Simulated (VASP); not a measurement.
All values below come from vdW-DF-cx, VASP's PBE PAW potentials (set 64) (plane waves; VASP).

VASP ran on this input.

INCAR:
```
! general
SYSTEM   = Te
PREC     = Accurate
ENCUT    = 520
LREAL    = F
LASPH    = T

! electronic loop
EDIFF    = 1E-6
NELM     = 100
ALGO     = Normal
LMAXMIX  = 4

! smearing
ISMEAR   = 0
SIGMA    = 0.05

! functional
GGA      = CX
LUSE_VDW = T
AGGAC    = 0.0

! ions
IBRION   = 2
NSW      = 60
ISIF     = 3
EDIFFG   = -0.02

! output
LWAVE    = F
LCHARG   = F
```

**KPOINTS**
```
Automatic mesh
0
Gamma
5 5 4
0 0 0
```

POSCAR:
```
Te
1
    2.1980042588    -3.8070547636     0.0000000000
    2.1980042588     3.8070547636    -0.0000000000
    0.0000000000    -0.0000000000     5.8583661971
Te
3
Direct
  1.0000000000   0.2811410115   0.6666670000
  0.7188589885   0.7188589885   0.0000000000
  0.2811410115   1.0000000000   0.3333330000
```

POTCAR, in this order: Te (PBE.64 set). Program: vasp_std.

Output of the run:

**OSZICAR**
```
       N       E                     dE             d eps       ncg     rms          rms(c)
DAV:   1     0.853061317321E+02    0.85306E+02   -0.65785E+03   442   0.111E+03
DAV:   2     0.153920700637E+01   -0.83767E+02   -0.80008E+02   602   0.156E+02
DAV:   3    -0.401680378942E+01   -0.55560E+01   -0.54983E+01   537   0.461E+01
DAV:   4    -0.412038136403E+01   -0.10358E+00   -0.10340E+00   512   0.749E+00
DAV:   5    -0.412235235578E+01   -0.19710E-02   -0.19710E-02   515   0.101E+00    0.132E+01
DAV:   6    -0.411026543038E+01    0.12087E-01   -0.16415E-02   487   0.895E-01    0.831E+00
DAV:   7    -0.410938866382E+01    0.87677E-03   -0.33470E-02   457   0.130E+00    0.281E-01
DAV:   8    -0.410892524829E+01    0.46342E-03   -0.57507E-03   442   0.491E-01    0.135E-01
DAV:   9    -0.410895205740E+01   -0.26809E-04   -0.16233E-04   574   0.981E-02    0.101E-01
DAV:  10    -0.410898071216E+01   -0.28655E-04   -0.38274E-05   447   0.466E-02    0.240E-02
DAV:  11    -0.410897645425E+01    0.42579E-05   -0.14657E-05   462   0.270E-02    0.126E-02
DAV:  12    -0.410897653446E+01   -0.80210E-07   -0.15509E-06   261   0.851E-03
   1 F= -.41089765E+01 E0= -.41089762E+01  d E =-.410898E+01
       N       E                     dE             d eps       ncg     rms          rms(c)
DAV:   1    -0.411902038743E+01   -0.10044E-01   -0.31423E-01   447   0.295E+00    0.927E-01
DAV:   2    -0.411536751788E+01    0.36529E-02   -0.10077E-02   487   0.645E-01    0.350E-01
DAV:   3    -0.411397705125E+01    0.13905E-02   -0.10433E-03   492   0.186E-01    0.144E-01
DAV:   4    -0.411320259505E+01    0.77446E-03   -0.14497E-03   447   0.190E-01    0.169E-01
DAV:   5    -0.411320044988E+01    0.21452E-05   -0.69818E-05   566   0.535E-02    0.873E-02
DAV:   6    -0.411320272733E+01   -0.22774E-05   -0.21492E-06   384   0.109E-02    0.142E-02
DAV:   7    -0.411320286428E+01   -0.13695E-06   -0.13512E-07   221   0.285E-03
   2 F= -.41132029E+01 E0= -.41132029E+01  d E =-.422633E-02
       N       E                     dE             d eps       ncg     rms          rms(c)
DAV:   1    -0.411332036381E+01   -0.11764E-03   -0.34129E-03   452   0.309E-01    0.971E-02
DAV:   2    -0.411328144660E+01    0.38917E-04   -0.10855E-04   492   0.669E-02    0.350E-02
DAV:   3    -0.411326720575E+01    0.14241E-04   -0.11578E-05   482   0.195E-02    0.142E-02
DAV:   4    -0.411326020066E+01    0.70051E-05   -0.15004E-05   447   0.193E-02    0.174E-02
DAV:   5    -0.411325996108E+01    0.23958E-06   -0.60001E-07   221   0.558E-03
   3 F= -.41132600E+01 E0= -.41132600E+01  d E =-.428343E-02
       N       E                     dE             d eps       ncg     rms          rms(c)
DAV:   1    -0.411850461004E+01   -0.52444E-02   -0.17233E-01   442   0.215E+00    0.260E-01
DAV:   2    -0.411716400682E+01    0.13406E-02   -0.37986E-03   477   0.407E-01    0.157E-01
DAV:   3    -0.411656729789E+01    0.59671E-03   -0.12859E-03   472   0.197E-01    0.911E-02
DAV:   4    -0.411656089352E+01    0.64044E-05   -0.78625E-05   507   0.551E-02    0.101E-01
DAV:   5    -0.411656125089E+01   -0.35737E-06   -0.10367E-05   452   0.242E-02    0.906E-03
DAV:   6    -0.411656134788E+01   -0.96986E-07   -0.24279E-06   326   0.986E-03
   4 F= -.41165613E+01 E0= -.41165613E+01  d E =-.330139E-02
       N       E                     dE             d eps       ncg     rms          rms(c)
DAV:   1    -0.412278779716E+01   -0.62265E-02   -0.35625E-01   442   0.310E+00    0.381E-01
DAV:   2    -0.411992633349E+01    0.28615E-02   -0.79678E-03   477   0.589E-01    0.230E-01
DAV:   3    -0.411864777491E+01    0.12786E-02   -0.27893E-03   462   0.289E-01    0.135E-01
DAV:   4    -0.411863663799E+01    0.11137E-04   -0.15679E-04   512   0.786E-02    0.147E-01
DAV:   5    -0.411863775210E+01   -0.11141E-05   -0.21590E-05   457   0.348E-02    0.131E-02
DAV:   6    -0.411863778981E+01   -0.37713E-07   -0.59033E-06   462   0.148E-02
   5 F= -.41186378E+01 E0= -.41186378E+01  d E =-.537783E-02
```

### OUTCAR
```
------------------------ aborting loop because EDIFF is reached ----------------------------------------
  FORCE on cell =-STRESS in cart. coord.  units (eV):
  Direction    XX          YY          ZZ          XY          YZ          ZX
  --------------------------------------------------------------------------------------
  Total       -0.0484479     -0.0484479     -0.0315349      0.0000000     -0.0000000     -0.0000000
  in kB       -0.7911901     -0.7911900     -0.5149878      0.0000000     -0.0000000     -0.0000000
  external PRESSURE =      -0.6991226 kB  Pullay stress =       0.0000000 kB
  volume of cell :       98.11
      direct lattice vectors                 reciprocal lattice vectors
     2.171254453 -3.760722752 -0.000000000     0.230281623 -0.132953167 -0.000000000
     2.171254453  3.760722752  0.000000000     0.230281623  0.132953167 -0.000000000
     0.000000000 -0.000000000  6.007483104    -0.000000000 -0.000000000  0.166459062
 POSITION                                       TOTAL-FORCE (eV/Angst)
 -----------------------------------------------------------------------------------
      2.78083     -2.70491      4.00499         0.004633      0.008024     -0.000000
      3.12336     -0.00000      0.00000        -0.009265      0.000000     -0.000000
      2.78083      2.70491      2.00249         0.004633     -0.008024      0.000000
 -----------------------------------------------------------------------------------
    total drift:                               -0.000185     -0.000393      0.000014
  FREE ENERGIE OF THE ION-ELECTRON SYSTEM (eV)
  ---------------------------------------------------
  free  energy   TOTEN  =        -4.1186377898 eV

  energy  without entropy=       -4.1186377898  energy(sigma->0) =       -4.11863779

 reached required accuracy - stopping structural energy minimisation
```
(Selected blocks of OUTCAR.)

### CONTCAR
```
Te
   1.00000000000000
     2.1712544530710831   -3.7607227515082160   -0.0000000000000000
     2.1712544530710831    3.7607227515082160    0.0000000000000000
     0.0000000000000000   -0.0000000000000000    6.0074831043999453
  Te
     3
Direct
     0.9999999999998377    0.2807477902184656    0.6666669999999968
     0.7192522097816966    0.7192522097816966    0.0000000000000000
     0.2807477902184656    0.9999999999998377    0.3333330000000032
```

The compound is Te in the trig structure. This run relaxes it. Symmetry was kept, so distortions that lower it aren't found. The start is the result of an earlier pass.
